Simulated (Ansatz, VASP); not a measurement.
# KYBeF6 (KYBeF6 (P2_1/m)) in two plane-wave programs, part 2 of 2

One calculation is typed for both programs; each brings its own data sets. How far apart do they land? The two relaxations start from unlike cells of this crystal (the structure described is Ansatz's start), so only their ends are compared.

VASP 6.6.1 and Ansatz 0.2.0.

So far: The starting structure; Ansatz: relaxation of cell and atoms, PBEsol.

## (3) VASP: relaxation of cell and atoms, PBEsol

Level of this step: PBEsol; plane waves and PAW (K_sv, Y_sv, Be, F) (VASP).

Its own start cell and the same functional and mesh now go to VASP, with its own data sets.

Lines of VASP's logs that name or quote its potential files are left out, and so is its time.

INCAR reads:

```
SYSTEM = KYBeF6
PREC = Accurate
ENCUT = 600
EDIFF = 1E-07
NELM = 120
ISMEAR = 0
SIGMA = 0.01
LREAL = .FALSE.
ALGO = Normal
GGA = PS
NBANDS = 82
LASPH = .TRUE.
LORBIT = 11
LWAVE = .FALSE.
LCHARG = .FALSE.
ISIF = 3
IBRION = 2
NSW = 80
EDIFFG = -0.005
GGA_COMPAT = .FALSE.
NELMIN = 4
EFERMI = MIDGAP
KPAR = 4
```

POSCAR reads:

```
KYBeF6
1.0
    6.3149945316      0.0000000000      0.0032551684
    0.0000000000      5.7944889856      0.0000000000
   -2.7085766752      0.0000000000      6.4150538872
K Y Be F
2 2 2 12
Direct
    0.0685120817      0.2500000000      0.2046709712
    0.9314879183      0.7500000000      0.7953290288
    0.3869201372      0.2500000000      0.8207247789
    0.6130798628      0.7500000000      0.1792752211
    0.7673448330      0.2500000000      0.5363463187
    0.2326551670      0.7500000000      0.4636536813
    0.7712418674      0.4653399890      0.4041491666
    0.2287581326      0.5346600110      0.5958508334
    0.2287581326      0.9653399890      0.5958508334
    0.7712418674      0.0346600110      0.4041491666
    0.5515781693      0.2500000000      0.5865172349
    0.4484218307      0.7500000000      0.4134827651
    0.6803541659      0.4980468067      0.9630320019
    0.3196458341      0.5019531933      0.0369679981
    0.3196458341      0.9980468067      0.0369679981
    0.6803541659      0.0019531933      0.9630320019
    0.9879131833      0.2500000000      0.7423337276
    0.0120868167      0.7500000000      0.2576662724
```

KPOINTS reads:

```
Automatic mesh
0
Gamma
5 5 4
0 0 0
```

The projector-augmented-wave data sets are K_sv, Y_sv, Be and F (PBE family, release 64).

Command:

```bash
> mpirun -np 4 vasp_std
```

Numbers of over 12 decimals in the logs are rounded to 6 here.

The program printed:

```text
[banner, memory and clock lines left out]
running    4 mpi-ranks, on    1 nodes
 distrk:  each k-point on    1 cores,    4 groups
 distr:  one band on    1 cores,    1 groups

 POSCAR found type information on POSCAR K Y BeF
 POSCAR found :  4 types and      18 ions
|                                                                             |
|               ----> ADVICE to this user running VASP <----                  |
|                                                                             |
|     You have a (more or less) 'large supercell' and for larger cells it     |
|     might be more efficient to use real-space projection operators.         |
|     Therefore, try LREAL= Auto in the INCAR file.                           |
|     Mind: For very accurate calculation, you might also keep the            |
|     reciprocal projection scheme (i.e. LREAL=.FALSE.).                      |
|                                                                             |

|                                                                             |
|               ----> ADVICE to this user running VASP <----                  |
|                                                                             |
|     You enforced a specific xc type in the INCAR file but a different       |
|     [... a line on the potential file left out ...]
|     I HOPE YOU KNOW WHAT YOU ARE DOING!                                     |
|                                                                             |

 LDA part: xc-table for (Slater+PW92), standard interpolation
 POSCAR, INCAR and KPOINTS ok, starting setup
 FFT: planning ... GRIDC
 FFT: planning ... GRID_SOFT
 FFT: planning ... GRID
 WAVECAR not read
 entering main loop
       N       E                     dE             d eps       ncg     rms          rms(c)
DAV:   1     0.113885952420E+04    0.11389E+04   -0.76196E+04  5420   0.172E+03
DAV:   2    -0.332823061315E+02   -0.11721E+04   -0.11296E+04  6358   0.443E+02
DAV:   3    -0.116909248498E+03   -0.83627E+02   -0.83179E+02  6912   0.118E+02
DAV:   4    -0.121343093714E+03   -0.44338E+01   -0.44251E+01  9160   0.207E+01
DAV:   5    -0.121421935555E+03   -0.78842E-01   -0.78819E-01  6912   0.293E+00    0.473E+01
DAV:   6    -0.112557440608E+03    0.88645E+01   -0.31527E+01  6184   0.223E+01    0.390E+01
DAV:   7    -0.112386051408E+03    0.17139E+00   -0.28911E+00  8400   0.554E+00    0.245E+01
DAV:   8    -0.112408069334E+03   -0.22018E-01   -0.69817E-01  6388   0.485E+00    0.429E+00
DAV:   9    -0.112376627890E+03    0.31441E-01   -0.23277E-01  6832   0.250E+00    0.950E-01
DAV:  10    -0.112379454960E+03   -0.28271E-02   -0.45375E-02  6428   0.106E+00    0.422E-01
DAV:  11    -0.112378448229E+03    0.10067E-02   -0.76970E-03  6728   0.591E-01    0.223E-01
DAV:  12    -0.112379551104E+03   -0.11029E-02   -0.49870E-03  6310   0.366E-01    0.200E-01
DAV:  13    -0.112379072100E+03    0.47900E-03   -0.17862E-03  6800   0.281E-01    0.557E-02
DAV:  14    -0.112379124603E+03   -0.52503E-04   -0.52328E-04  6582   0.102E-01    0.405E-02
DAV:  15    -0.112379125170E+03   -0.56643E-06   -0.31246E-05  7184   0.261E-02    0.176E-02
DAV:  16    -0.112379126122E+03   -0.95231E-06   -0.38502E-06  6606   0.793E-03    0.754E-03
DAV:  17    -0.112379125913E+03    0.20905E-06   -0.13256E-06  7280   0.536E-03    0.912E-04
DAV:  18    -0.112379125940E+03   -0.27218E-07   -0.19389E-07  4870   0.179E-03
   1 F= -.11237913E+03 E0= -.11237913E+03  d E =-.112379E+03
[...]
2 F= -.11237917E+03 E0= -.11237917E+03  d E =-.394729E-04
[...]
3 F= -.11237917E+03 E0= -.11237917E+03  d E =-.392007E-04
[...]
4 F= -.11237917E+03 E0= -.11237917E+03  d E =-.392889E-04
 curvature:  -0.46 expect dE=-0.406E-05 dE for cont linesearch -0.623E-08
 trial: gam= 0.09948 g(F)=  0.623E-05 g(S)=  0.266E-05 ort = 0.104E-05 (trialstep = 0.983E+00)
 search vector abs. value=  0.988E-05
 bond charge predicted
       N       E                     dE             d eps       ncg     rms          rms(c)
DAV:   1    -0.112379177951E+03   -0.12790E-04   -0.25690E-03  5512   0.218E-01    0.272E-02
DAV:   2    -0.112379174927E+03    0.30249E-05   -0.66414E-05  6278   0.338E-02    0.121E-02
DAV:   3    -0.112379173274E+03    0.16522E-05   -0.27233E-06  6480   0.925E-03    0.553E-03
DAV:   4    -0.112379172853E+03    0.42181E-06   -0.10412E-06  7008   0.487E-03    0.314E-03
DAV:   5    -0.112379172701E+03    0.15165E-06   -0.15385E-07  4390   0.184E-03    0.118E-03
DAV:   6    -0.112379172605E+03    0.95464E-07   -0.34217E-08  3252   0.849E-04
   5 F= -.11237917E+03 E0= -.11237917E+03  d E =-.737650E-05
 trial-energy change:   -0.000007  1 .order   -0.000007   -0.000009   -0.000005
 step:   1.4304(harm=  2.0423)  dis= 0.00041  next Energy=  -112.379174 (dE=-0.848E-05)
 reached required accuracy - stopping structural energy minimisation
```

OUTCAR, selected parts (step 3):

```text
ion  position               nearest neighbor table
   1  0.069  0.250  0.205-  14 2.73  15 2.73  13 2.78  16 2.78   3 3.92   3 3.97   4 4.04   4 4.04

  LATTYP: Found a simple monoclinic cell.
 ALAT       =     6.3149953706
 B/A-ratio  =     0.9175761256
 C/A-ratio  =     1.1026811198
 COS(beta)  =    -0.3884969131

 Subroutine GETGRP returns: Found  4 space group operations
 (whereof  2 operations were pure point group operations)

The static configuration has the point symmetry S_2 .
 The point group associated with its full space group is C_2h.

 Found     33 irreducible k-points:

   k-points           NKPTS =     33   k-points in BZ     NKDIM =     33   number of bands    NBANDS=     82

   dimension x,y,z NGX =    50 NGY =   48 NGZ =   56
   dimension x,y,z NGXF=   100 NGYF=   96 NGZF=  112

   ENCUT  =  600.0 eV  44.10 Ry    6.64 a.u.  12.61 11.57 13.91*2*pi/ulx,y,z

   NELECT =     128.0000    total number of electrons

 k-points in reciprocal lattice and weights: Automatic mesh
   0.00000000  0.00000000  0.00000000       0.010
   0.20000000  0.00000000  0.00000000       0.020
   0.40000000  0.00000000  0.00000000       0.020
   0.00000000  0.20000000  0.00000000       0.020
   0.20000000  0.20000000  0.00000000       0.040
   0.40000000  0.20000000  0.00000000       0.040
   0.00000000  0.40000000  0.00000000       0.020
   0.20000000  0.40000000  0.00000000       0.040
   0.40000000  0.40000000  0.00000000       0.040
[...]
0.20000000  0.40000000  0.50000000       0.040
   0.40000000  0.40000000  0.50000000       0.040

 average (electrostatic) potential at core
       1 -34.6585       2 -34.6585       3 -38.0903       4 -38.0903       5 -37.4821
       6 -37.4821       7 -78.1935       8 -78.1935       9 -78.1935      10 -78.1935
      11 -77.9186      12 -77.9186      13 -77.7532      14 -77.7532      15 -77.7532
      16 -77.7532      17 -77.9633      18 -77.9633

 E-fermi :   1.7148

 k-point     1 :       0.0000    0.0000    0.0000
  band No.  band energies     occupation
    ...
     60      -2.3412      2.00000
     61      -2.3025      2.00000
     62      -2.2922      2.00000
     63      -2.2397      2.00000
     64      -2.1538      2.00000
     65       5.4604      0.00000
     66       6.1279      0.00000
     67       6.2821      0.00000
     68       7.0271      0.00000
     69       7.0620      0.00000
    ...

 k-point     2 :       0.2000    0.0000    0.0000
  band No.  band energies     occupation
    ...
     60      -2.3445      2.00000
     61      -2.3101      2.00000
     62      -2.2963      2.00000
     63      -2.2382      2.00000
     64      -2.1292      2.00000
     65       5.7059      0.00000
     66       6.1187      0.00000
     67       6.3505      0.00000
     68       7.0732      0.00000
     69       7.0757      0.00000
    ...

 k-point     3 :       0.4000    0.0000    0.0000
  band No.  band energies     occupation
    ...
     60      -2.3882      2.00000
     61      -2.3156      2.00000
     62      -2.3042      2.00000
     63      -2.1731      2.00000
     64      -2.0933      2.00000
     65       6.0507      0.00000
     66       6.1152      0.00000
     67       6.7362      0.00000
     68       7.0537      0.00000
     69       7.1552      0.00000
    ...

  Total       -0.0104823     -0.0064454      0.0114917      0.0000000      0.0000000      0.0050269
  in kB       -0.0714760     -0.0439492      0.0783585      0.0000000      0.0000000      0.0342770
  external PRESSURE =      -0.0123556 kB  Pullay stress =       0.0000000 kB

  energy-cutoff  :      600.00
  volume of cell :      234.97
      direct lattice vectors                 reciprocal lattice vectors
     6.315876391  0.000000000  0.003654925     0.158292491  0.000000000  0.066812769
     0.000000000  5.796034331  0.000000000     0.000000000  0.172531759  0.000000000
    -2.708549870  0.000000000  6.417083319    -0.000090157  0.000000000  0.155795983

 POSITION                                       TOTAL-FORCE (eV/Angst)
 -----------------------------------------------------------------------------------
     -0.12162      1.44901      1.31367        -0.000169      0.000000      0.000690
      3.72895      4.34703      5.10706         0.000169      0.000000     -0.000690
      0.22084      1.44901      5.26815         0.000443      0.000000     -0.001936
      3.38648      4.34703      1.15259        -0.000443      0.000000      0.001936
      3.39372      1.44901      3.44469         0.000383      0.000000     -0.001457
      0.21360      4.34703      2.97605        -0.000383      0.000000      0.001457
      3.77634      2.69710      2.59629        -0.001543     -0.000016     -0.000637
     -0.16902      3.09893      3.82445         0.001543      0.000016      0.000637
     -0.16902      5.59512      3.82445         0.001543     -0.000016      0.000637
      3.77634      0.20092      2.59629        -0.001543      0.000016     -0.000637
      1.89486      1.44901      3.76563        -0.001042     -0.000000      0.000726
      1.71247      4.34703      2.65511         0.001042      0.000000     -0.000726
      1.68861      2.88678      6.18244        -0.000964      0.000458      0.001087
      1.91872      2.90925      0.23830         0.000964     -0.000458     -0.001087
      1.91872      5.78480      0.23830         0.000964      0.000458     -0.001087
      1.68861      0.01124      6.18244        -0.000964     -0.000458      0.001087
      4.22899      1.44901      4.76689         0.001292      0.000000     -0.003548
     -0.62167      4.34703      1.65385        -0.001292      0.000000      0.003548
 -----------------------------------------------------------------------------------
    total drift:                                0.000000     -0.000000      0.000000

  FREE ENERGIE OF THE ION-ELECTRON SYSTEM (eV)
  ---------------------------------------------------
  free  energy   TOTEN  =      -112.3791726055 eV

  energy  without entropy=     -112.3791726055  energy(sigma->0) =     -112.37917261

 reached required accuracy - stopping structural energy minimisation

 total charge
# of ion       s       p       d       f       tot
--------------------------------------------------
    1        1.951   5.574   0.019   0.000   7.544
    2        1.951   5.574   0.019   0.000   7.544
    3        2.152   6.453   0.890   0.165   9.660
    4        2.152   6.453   0.890   0.165   9.660
    5        0.437   0.863   0.000   0.000   1.301
    6        0.437   0.863   0.000   0.000   1.301
    7        1.726   4.418   0.000   0.000   6.145
    8        1.726   4.418   0.000   0.000   6.145
    9        1.726   4.418   0.000   0.000   6.145
   10        1.726   4.418   0.000   0.000   6.145
   11        1.726   4.419   0.000   0.000   6.145
   12        1.726   4.419   0.000   0.000   6.145
   13        1.728   4.374   0.000   0.000   6.103
   14        1.728   4.374   0.000   0.000   6.103
   15        1.728   4.374   0.000   0.000   6.103
   16        1.728   4.374   0.000   0.000   6.103
   17        1.726   4.406   0.000   0.000   6.131
   18        1.726   4.406   0.000   0.000   6.131
--------------------------------------------------
tot         29.803  78.600   1.819   0.330 110.552

[... 3 further parts left out ...]
```

CONTCAR:

```
KYBeF6
   1.00000000000000
     6.3158763912158262    0.0000000000000000    0.0036549254278105
     0.0000000000000000    5.7960343309210014    0.0000000000000000
    -2.7085498703298256    0.0000000000000000    6.4170833191085217
  K               Y               Be              F
     2     2     2    12
Direct
     0.0685180753459898    0.2500000000000000    0.2046762439227201
     0.9314819246540101    0.7500000000000000    0.7953237560772800
     0.3869374190212131    0.2500000000000000    0.8207362247754709
     0.6130625809787869    0.7500000000000000    0.1792637752245291
     0.7673501325410482    0.2500000000000000    0.5363621600119567
     0.2326498674589517    0.7500000000000000    0.4636378399880433
     0.7712320533114991    0.4653356430298683    0.4041511224716440
     0.2287679466885009    0.5346643569701317    0.5958488775283560
     0.2287679466885009    0.9653356430298683    0.5958488775283560
     0.7712320533114991    0.0346643569701317    0.4041511224716440
     0.5515342329674545    0.2500000000000000    0.5864994717988787
     0.4484657670325454    0.7500000000000000    0.4135005282011214
     0.6803596623045560    0.4980616016246231    0.9630464271061494
     0.3196403376954440    0.5019383983753769    0.0369535728938506
     0.3196403376954440    0.9980616016246231    0.0369535728938506
     0.6803596623045560    0.0019383983753769    0.9630464271061494
     0.9879067411410893    0.2500000000000000    0.7422804992947800
     0.0120932588589106    0.7500000000000000    0.2577195007052201
```

The run keeps the 4 symmetry operations of its start, so it cannot find a distortion of lower symmetry.

## (4) Comparison

Known differences besides the potentials themselves: fixed occupations in Ansatz, narrow Gaussian smearing in VASP; the cutoff is 420 eV in Ansatz and 600 eV in VASP; Ansatz makes its cores anew for this functional, VASP keeps those of its PBE data sets; Ansatz adds a Pulay correction to the stress that steers its cell, VASP none. Total energies have different zeros and are not compared.

Compared:

| quantity | Ansatz | VASP | difference |
| --- | --- | --- | --- |
| volume (Å³) | 236.61 | 234.97 | +0.70 % |
| edge a after relaxation, in the typed setting (Å) | 6.338 | 6.316 | +0.34 % |
| edge b after relaxation, in the typed setting (Å) | 5.788 | 5.796 | -0.14 % |
| edge c after relaxation, in the typed setting (Å) | 7.001 | 6.965 | +0.51 % |

## (5) Results

```json
{
 "difference in volume (relaxation of cell and atoms, PBEsol)": "0.70 %"
}
```

What this shows: The difference in volume is 0.70 % (relaxation of cell and atoms, PBEsol), within the 1.2 % picked in this series as the mark of a large difference, as far as the stopping tolerances let one tell. How closely two codes agree says nothing of how well the functional describes the real material.

[Lines on the potential files, build, host, timing and source positions are cut from VASP's logs without a mark.]

[Logs are printed without paths, hosts, clocks, repeated set-up lines and the standing remarks that a program may print on its own settings, such as how far it seeks lower states.]

[Hosts, paths, dates, database ids (printed as entryN), source tags and the programs' standing remarks are cut or masked in the printed files.]
